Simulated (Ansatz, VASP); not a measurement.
# C (Diamond): VASP beside Ansatz, part 2 of 3

Aim: how closely do two programs agree when they are given the same cell, functional and k mesh? The cell is taken from a series of runs on this material, whose earlier steps may have relaxed, scaled, displaced or heated it; both programs get it as it stands.

VASP 6.6.1 and Ansatz 0.2.0.

So far: Starting point; VASP: zone-centre phonons, LDA, pair 1.

## Step 3: Ansatz: zone-centre phonons, LDA, pair 1

Level of this step: Ansatz beside VASP: Kohn-Sham DFT, plane waves, LDA (Ansatz).

Ansatz runs on its PAW soft_1 files.

The same cell, functional (in two slightly different forms) and mesh now go to Ansatz, which takes its cutoff from its data sets.

input.yaml reads:

```yaml
crystal:
  lattice:
    - [0.0, 1.7047967432, 1.7047967432]
    - [1.7047967432, 0.0, 1.7047967432]
    - [1.7047967432, 1.7047967432, 0.0]
  atoms:
    - { symbol: C, position: [0.5, 0.5, 0.5] }
    - { symbol: C, position: [0.75, 0.75, 0.75] }
kpoints:
  mp_grid: { grid: [12, 12, 12] }
hamiltonian:
  xc: lda
  pseudopotentials: { kind: paw, azcp: { folder: soft_1 }, xc_functional: pbe }
scf:
  occupations: { method: fixed }
output:
  eigenvalues: true
phonons:
  method: dfpt
  dielectric: true
  rigid_motions: translations
```

Run with:

```
> ansatz run input.yaml --threads 4 --pin off --max-ram 10240MiB --backend cpu --events-out ev --progress --plain --runs-dir out
```

Numbers of over 12 decimals in the logs are rounded to 6 here.

Output:

```text
Engine: ansatz 0.2.0, x86_64-unknown-linux-gnu
Pseudopotentials: kind: paw
Pseudopotential: C, paw, valence charge 4, recommended cutoff 420 eV (normal), soft_1/C.paw.azcp
Functional definition: SPW92
  exchange = slater_x
  correlation = pw_c
Crystal: 2 atoms, lattice volume = 9.909 Å³
Basis set: ecut = 420 eV, 181 PW (Γ), exchange–correlation on 40×40×40 points (8 copies of the dense FFT grid, shifted against one another)
Bands: 8, of which v1, the nominal top of the filled ones, is band 4 counted from 1 (3 counted from 0)
Symmetry: 48 space group operations
k-points: 280 of 1728 (irreducible under 4 space group operations, time reversal used)
Non-local potential: C, projectors of the file, l = 0: 2, l = 1: 2, l = 2: 1
PAW form: soft (Blöchl's): semilocal exchange-correlation on the pseudo side does not see the compensation charge
PAW frozen core: C, regenerated for the run's functional, and the local potential with it (the file was generated under x = pbe(κ = 0.804, μ = 0.219515), c = pbe(β = 0.066725))
PAW one-centre angular grid: C, 110 points (default); XC on 64 Gauss nodes
Initial density: superposition of atomic densities (chi_scale 0.1, normalization cell)
Initial wavefunctions: pseudopotential atomic-orbital guess
Functional: x = slater, c = lda
SCF iter   1: F=—  HF=-486.751632 eV  |F-HF|=—  |Δ(HF+E_count)|=         —  Δρ=1.76e-1  dr2=2.13e0  ethr=3.10e-3  ⟨swp⟩=3.9  Hψ=12966  notcnv=0  defer=491
preconditioner: auto → none  [insulator: Δε(μ)=5.452 eV  Ē_g=21.650 eV  n_scr=0 (ndim 8)  ℏωp=33.4 eV  f_vac=0.000  ε∞_Penn≈3.4]
SCF iter   2: F=—  HF=-485.904335 eV  |F-HF|=—  |Δ(HF+E_count)|=   8.47e-1  Δρ=6.51e-2  dr2=2.65e-1  ethr=3.10e-3  ⟨swp⟩=2.3  Hψ=5976  notcnv=0  defer=480
SCF iter   3: F=—  HF=-485.801511 eV  |F-HF|=—  |Δ(HF+E_count)|=   1.03e-1  Δρ=6.08e-3  dr2=1.03e-3  ethr=3.10e-3  ⟨swp⟩=2.4  Hψ=3921  notcnv=0  defer=519
SCF iter   4: F=—  HF=-485.801657 eV  |F-HF|=—  |Δ(HF+E_count)|=   1.46e-4  Δρ=1.28e-4  dr2=5.06e-7  ethr=1.29e-5  ⟨swp⟩=3.0  Hψ=3834  notcnv=0  defer=555
SCF iter   5: F=—  HF=-485.801658 eV  |F-HF|=—  |Δ(HF+E_count)|=   1.17e-6  Δρ=2.41e-5  dr2=1.19e-8  ethr=6.33e-9  ⟨swp⟩=2.2  Hψ=3191  notcnv=0  defer=155
SCF iter   6: F=-485.801658 eV  HF=-485.801658 eV  |F-HF|=1.14e-13  |Δ(HF+E_count)|=   6.48e-9  Δρ=2.68e-7  dr2=3.52e-12  ethr=1.25e-12  ⟨swp⟩=6.8  Hψ=13630  notcnv=0
SCF 1 converged in 6 iterations: F = -485.801658 eV  dr2 = 3.52e-12
  greatest PAW one-centre occupation: 0.663 electrons in one spin orbital (limit 2), on the C atom at site 1 (counted from 0), in its partial waves of l = 0
NSCF: frozen V_eff on 1 k-points
DFPT response loops at Γ: preconditioner auto → none (the input reference at scf.mixing.eps_inf says where Resta's filter doesn't serve); β = 0.50; Broyden in place of MSR1
── the response to a field inside a basis, on 12×12×12 k-points: an SCF that follows is theirs, and a resumed run solves both again ──
Bands: 5, of which v1, the nominal top of the filled ones, is band 4 counted from 1 (3 counted from 0)
k-points: 182 of 1728 (irreducible under 12 space group operations)
Initial density: handed on by an earlier stage of this run
Initial wavefunctions: pseudopotential atomic-orbital guess (no wavefunctions were taken with the density)
Eigensolver: Dense (182 Hₖ)
SCF iter   1: F=—  HF=-485.804608 eV  |F-HF|=—  |Δ(HF+E_count)|=         —  Δρ=5.73e-4  dr2=4.12e-6  ethr=1.00e-1
preconditioner: auto → none  [insulator: Δε(μ)=4.701 eV  Ē_g=17.251 eV  n_scr=0 (ndim 8)  ℏωp=33.4 eV  f_vac=0.000  ε∞_Penn≈4.7]
SCF iter   2: F=—  HF=-485.804610 eV  |F-HF|=—  |Δ(HF+E_count)|=   1.79e-6  Δρ=2.84e-4  dr2=9.70e-7  ethr=5.15e-8
SCF iter   3: F=-485.804611 eV  HF=-485.804611 eV  |F-HF|=1.04e-9  |Δ(HF+E_count)|=   7.28e-7  Δρ=9.71e-6  dr2=1.29e-9  ethr=1.21e-8
SCF 1 converged in 3 iterations: F = -485.804611 eV  dr2 = 1.29e-9
  greatest PAW one-centre occupation: 0.663 electrons in one spin orbital (limit 2), on the C atom at site 0 (counted from 0), in its partial waves of l = 0
DFPT response loops at Γ: mixed as the last ones told, above
SCF converged after 6 iterations
Free energy (F): -485.801658 eV
Harris-Foulkes:  -485.801658 eV  (|F-HF|=1.14e-13)
Internal energy: -485.801658 eV  (E = F + TS)
E sigma→0 (E₀):  -485.801658 eV
Fermi energy:    15.661912 eV
--- Per-component energies (eV) ---
  E_band       = 47.042104
  E_kinetic    = 189.361466
  E_local      = -101.821774  (includes V_loc(G=0)·N_el)
  E_nonlocal   = 49.150275
  E_hartree    = 24.441484
  E_xc         = -97.128952
  E_vxc        = -120.413395  (∫ρ·V_xc dr)
  E_paw        = -185.931124  (= ΣΔE_a)
  E_vpaw       = -18.117463  (= ΣTr[D̂ρ^β])
  E_aug_tail   = 0.000036  (compensation charges beyond the density's cutoff)
  E_ewald      = -363.998734
  E_core_change = 0.125665  (= ΣΔE_core)
  E_smearing   = -0.000000  (= −TS)
  E_closure    = 0.000000  (closes the sum)
  Σ components = -485.801658   (vs F -485.801658, Δ=0.00e0)
--- Band table (eV; the first three rows and the last of 280) ---
  k-point 0: bands = ["-7.5643", "15.6619", "15.6619", "15.6619", "21.5839", "21.5839", "21.5839", "32.3240"]
  k-point 1: bands = ["-7.3542", "14.3047", "15.2879", "15.2879", "22.0711", "22.0711", "22.4715", "32.3343"]
  k-point 2: bands = ["-6.7259", "11.5392", "14.4877", "14.4877", "23.1089", "23.1089", "23.9240", "32.3585"]
  k-point 279: bands = ["3.1106", "3.1106", "6.0659", "6.0659", "26.7247", "26.7247", "29.7954", "29.7954"]
--- Phonons (Γ-DFPT): 1 representative perturbation + reference, on 280 of 1728 k-points (Σ response iterations 3) ---
  k mesh reduced under 4 symmetry operations, with k and −k counted as one. Each operation leaves every solved perturbation unchanged. A smaller set is not considered because the run solves the response to a homogeneous field
  ASR residual: 3.320e-5 → 0.000e0 eV/Å²; symmetrization residual: 1.213e-13 eV/Å²
  ASR residual per site (eV/Å²): 3.32e-5 3.32e-5
  Γ frequencies (cm⁻¹): 0.00 0.00 0.00 1470.60 1470.60 1470.60
  ε∞ (high-frequency dielectric tensor):
        5.635990    -0.000000    -0.000000
       -0.000000     5.635990     0.000000
       -0.000000     0.000000     5.635990
  ε⁰ (static dielectric tensor: ions relaxed, cell fixed):
        5.635990    -0.000000    -0.000000
       -0.000000     5.635990     0.000000
       -0.000000     0.000000     5.635990
  ε⁰ − ε∞ (ionic part):
        0.000000     0.000000     0.000000
        0.000000     0.000000     0.000000
        0.000000     0.000000     0.000000
  softest optical mode at Γ: 1470.60 cm⁻¹; the repairs (sum rule, projections) moved no ω² at Γ by more than (0.87 cm⁻¹)²
  Born effective charges Z* (e; rows j = field, columns β = displacement):
    site 0:
         0.00000    0.00000   -0.00000
         0.00000    0.00000   -0.00000
        -0.00000    0.00000    0.00000
    site 1:
         0.00000   -0.00000    0.00000
         0.00000   -0.00000    0.00000
         0.00000   -0.00000    0.00000
  Z* charge neutrality: 2.800e-4 e pre-enforcement
  solved inside a basis spanned on kpoints, on 12×12×12 k-points, its susceptibility summed on 18×18×18: ε∞ is read to err by 1.5e-2, Z* by 4.2e-3 e (field_mesh: kpoints solves on kpoints)
  optical modes at Γ without the LO–TO term, one row a degenerate level:
      ω (cm⁻¹)  modes    IR ((D/Å)²/amu)
       1470.60      3             0.0000
  optical modes at Γ + LO–TO along q̂ = [1.0000, 0.0000, 0.0000]:
      ω (cm⁻¹)  modes    IR ((D/Å)²/amu)
       1470.60      3             0.0000
  optical modes at Γ + LO–TO along q̂ = [0.0000, 1.0000, 0.0000]:
      ω (cm⁻¹)  modes    IR ((D/Å)²/amu)
       1470.60      3             0.0000
  optical modes at Γ + LO–TO along q̂ = [0.0000, 0.0000, 1.0000]:
      ω (cm⁻¹)  modes    IR ((D/Å)²/amu)
       1470.60      3             0.0000
```

## Step 4: Differences

Known differences besides the potentials themselves: the two LDA forms differ slightly; fixed occupations in Ansatz, narrow Gaussian smearing in VASP; VASP's response is taken on the typed mesh, Ansatz refines its own for the field response alone; the cutoff is 420 eV in Ansatz and 600 eV in VASP; VASP's log shows a relativistic correction to its local exchange, Ansatz's none. Total energies have different zeros and are not compared.

The two programs side by side:

```csv
quantity,Ansatz,VASP,difference
ε∞ xx,5.64,5.63,+0.03 %
ε∞ yy,5.64,5.63,+0.03 %
ε∞ zz,5.64,5.63,+0.03 %
Born charge of C1 (mean of the diagonal) (e),0.00,0.00,0.00
optical mode 1 to 3 (cm⁻¹),1470.6,1472.8,-0.15 %
```

Modes are paired by rising frequency, not by their patterns, so a pair may set unlike modes beside each other; they are those without the splitting of longitudinal modes.

## Step 5: VASP: zone-centre phonons, LDA, pair 2

Second derivatives magnify differences that forces hide, and they need a tight electronic threshold. The cell compared in this pair holds 10.13 Å³, against 9.91 Å³ for the pair before.

INCAR reads:

```
SYSTEM = C
PREC = Accurate
ENCUT = 600
EDIFF = 1E-08
NELM = 120
ISMEAR = 0
SIGMA = 0.01
LREAL = .FALSE.
ALGO = Normal
GGA = CA
NBANDS = 10
LORBIT = 11
LWAVE = .FALSE.
LCHARG = .FALSE.
ISIF = 2
IBRION = 8
LEPSILON = .TRUE.
LASPH = .TRUE.
GGA_COMPAT = .FALSE.
EFERMI = MIDGAP
KPAR = 2
```

POSCAR reads:

```
C
1.0
    0.0000000000      1.7173324635      1.7173324635
    1.7173324635      0.0000000000      1.7173324635
    1.7173324635      1.7173324635      0.0000000000
C
2
Direct
    0.5000000000      0.5000000000      0.5000000000
    0.7500000000      0.7500000000      0.7500000000
```

KPOINTS reads:

```
Automatic mesh
0
Gamma
12 12 12
0 0 0
```

Potentials, in the order of the species: C (LDA family, release 64).

Run with:

```
> mpirun -np 2 vasp_std
```

Output:

```text
[... set-up lines as in an earlier step ...]
 entering main loop
       N       E                     dE             d eps       ncg     rms          rms(c)
DAV:   1    -0.441648320981E-02   -0.44165E-02   -0.54594E+03  1528   0.876E+02
DAV:   2    -0.208205690884E+02   -0.20816E+02   -0.20282E+02  1940   0.140E+02
DAV:   3    -0.211951505120E+02   -0.37458E+00   -0.37369E+00  1746   0.145E+01
DAV:   4    -0.211958833460E+02   -0.73283E-03   -0.73280E-03  1574   0.743E-01
[...]
DAV:  11    -0.201236610649E+02    0.53766E-07   -0.59237E-08  1626   0.203E-03    0.579E-04
DAV:  12    -0.201236610541E+02    0.10769E-07   -0.92004E-10   918   0.308E-04    0.184E-04
DAV:  13    -0.201236610520E+02    0.20860E-08   -0.48893E-11   766   0.748E-05
   1 F= -.20123661E+02 E0= -.20123661E+02  d E =0.000000E+00
 Linear response reoptimize wavefunctions to high precision
DAV:   1    -0.201236610516E+02    0.38540E-09   -0.15786E-12   846   0.130E-05
DAV:   2    -0.201236610516E+02    0.21373E-10    0.19920E-14   766   0.297E-06
 Linear response G [H, r] |phi>, progress :
  Direction:   1
[...]
RMM:   9    -0.137262286707E+00    0.96629E-07    0.00000E+00  2214   0.201E-05    0.215E-06
 change of polarisation eV/A/(eV/A) component  3 :     0.011     0.053     0.261
 dielectric tensor                  component  3 :     0.200     0.948     5.658
 Linear response DOF=           1
 Linear response progress:
  Degree of freedom:   1/  1
       N       E                     dE             d eps       ncg     rms          rms(c)
RMM:   1    -0.123057468876E+00   -0.12306E+00   -0.28213E-02 13371   0.210E+00
RMM:   2    -0.112820398279E+00    0.10237E-01   -0.36946E-03  8577   0.394E-01    0.213E-01
RMM:   3    -0.112793058041E+00    0.27340E-04   -0.48416E-04  8402   0.131E-01    0.115E-01
RMM:   4    -0.113713977401E+00   -0.92092E-03   -0.48900E-04  8378   0.138E-01    0.140E-02
[...]
RMM:   8    -0.113661806835E+00    0.63994E-07   -0.29110E-08  9333   0.425E-05    0.125E-05
RMM:   9    -0.113661644034E+00    0.16280E-06    0.49870E-08  9508   0.168E-05    0.128E-06
RMM:  10    -0.113661648141E+00   -0.41074E-08   -0.18370E-09  7861   0.173E-06    0.333E-07
 first order change of Fermi-energy  -0.56460E+01
 force on displaced ion       1 direction 1 : -45.889  -0.000  -0.000
 Born effective charge ion    1 direction 1 :   0.000   0.000   0.000
 Born effective charges drift removed
 Linear response finished
```

From OUTCAR (step 5):

```text
  Total        2.9469499      2.9469499      2.9469499      0.0000000      0.0000000     -0.0000000
  in kB      466.1119045    466.1119045    466.1119045      0.0000000      0.0000000     -0.0000000
  external PRESSURE =     466.1119045 kB  Pullay stress =       0.0000000 kB

 POSITION                                       TOTAL-FORCE (eV/Angst)
 -----------------------------------------------------------------------------------
      1.71733      1.71733      1.71733         0.000000      0.000000      0.000000
      2.57600      2.57600      2.57600        -0.000000     -0.000000     -0.000000
 -----------------------------------------------------------------------------------
    total drift:                                0.000000     -0.000000      0.000000

 MACROSCOPIC STATIC DIELECTRIC TENSOR (including local field effects in DFT)
 ------------------------------------------------------
           5.658094     0.000000     0.000000
           0.000000     5.658094    -0.000000
           0.000000    -0.000000     5.658094
 ------------------------------------------------------

 MACROSCOPIC STATIC DIELECTRIC TENSOR IONIC CONTRIBUTION
 ------------------------------------------------------
           0.000000    -0.000000     0.000000
          -0.000000     0.000000     0.000000
           0.000000     0.000000     0.000000
 ------------------------------------------------------

[... 1 part as in an earlier step ...]

[... 1 further part left out ...]
```

## Step 6: Ansatz: zone-centre phonons, LDA, pair 2

The same cell, functional (in two slightly different forms) and mesh now go to Ansatz, which takes its cutoff from its data sets.

The cell is taken from a series of runs on this material, whose earlier steps may have relaxed, scaled, displaced or heated it; both programs get it as it stands.

input.yaml, the sections that differ from step 3:

```yaml
crystal:
  lattice:
    - [0.0, 1.7173324635, 1.7173324635]
    - [1.7173324635, 0.0, 1.7173324635]
    - [1.7173324635, 1.7173324635, 0.0]
  atoms:
    - { symbol: C, position: [0.5, 0.5, 0.5] }
    - { symbol: C, position: [0.75, 0.75, 0.75] }
# kpoints, hamiltonian, scf, output, phonons: as in step 3
```

Run with:

```
> ansatz run input.yaml --threads 4 --pin off --max-ram 10240MiB --backend cpu --events-out ev --progress --plain --runs-dir out
```

Output:

```text
[...]
Crystal: 2 atoms, lattice volume = 10.130 Å³
Basis set: ecut = 420 eV, 181 PW (Γ), exchange–correlation on 40×40×40 points (8 copies of the dense FFT grid, shifted against one another)
Bands: 8, of which v1, the nominal top of the filled ones, is band 4 counted from 1 (3 counted from 0)
Symmetry: 48 space group operations
k-points: 280 of 1728 (irreducible under 4 space group operations, time reversal used)
[...]
ω (cm⁻¹)  modes    IR ((D/Å)²/amu)
       1438.65      3             0.0000
  optical modes at Γ + LO–TO along q̂ = [1.0000, 0.0000, 0.0000]:
      ω (cm⁻¹)  modes    IR ((D/Å)²/amu)
       1438.65      3             0.0000
  optical modes at Γ + LO–TO along q̂ = [0.0000, 1.0000, 0.0000]:
      ω (cm⁻¹)  modes    IR ((D/Å)²/amu)
       1438.65      3             0.0000
  optical modes at Γ + LO–TO along q̂ = [0.0000, 0.0000, 1.0000]:
      ω (cm⁻¹)  modes    IR ((D/Å)²/amu)
       1438.65      3             0.0000
[key lines of the parts left out:]
SCF converged after 6 iterations
Free energy (F): -485.873648 eV
Fermi energy:    15.225687 eV
```

## Step 7: Comparison

Both answers:

| quantity | Ansatz | VASP | difference |
| --- | --- | --- | --- |
| ε∞ xx | 5.66 | 5.66 | +0.03 % |
| ε∞ yy | 5.66 | 5.66 | +0.03 % |
| ε∞ zz | 5.66 | 5.66 | +0.03 % |
| Born charge of C1 (mean of the diagonal) (e) | 0.00 | 0.00 | 0.00 |
| optical mode 1 to 3 (cm⁻¹) | 1438.7 | 1441.5 | -0.20 % |

Modes are paired by rising frequency, not by their patterns, so a pair may set unlike modes beside each other; they are those without the splitting of longitudinal modes.

(Part 2 of 3 ends here.)

[Lines on the potential files, build, host, timing and source positions are cut from VASP's logs without a mark.]

[Logs are printed without paths, hosts, clocks, repeated set-up lines and the standing remarks that a program may print on its own settings, such as how far it seeks lower states.]

[Hosts, paths, dates, database ids (printed as entryN), source tags and the programs' standing remarks are cut or masked in the printed files.]
